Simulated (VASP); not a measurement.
Here is the system:

```
CELL_PARAMETERS angstrom
      0.00000     2.77396     2.77396
      2.77396     0.00000     2.77396
      2.77396     2.77396     0.00000
ATOMIC_POSITIONS crystal
  Na 0.00000 0.00000 0.00000
  Cl 0.50000 0.50000 0.50000
```

Computed with vdW-DF2, VASP's PBE PAW potentials (set 64) (plane waves; VASP). Settings: 520 eV cut-off, 8×8×8 Γ-centred mesh, Gaussian smearing of 0.050 eV, potentials Na_pv Cl.

Q: Give the stress tensor in GPa (positive for a compressed cell).

A: 
```
2.03  0.00  0.00
0.00  2.03  0.00
0.00  0.00  2.03
```
The pressure is its mean diagonal, 2.03 GPa.

The compound is NaCl in the rock salt structure. This cell is one point of a volume scan, at 0.94 of the reference volume.
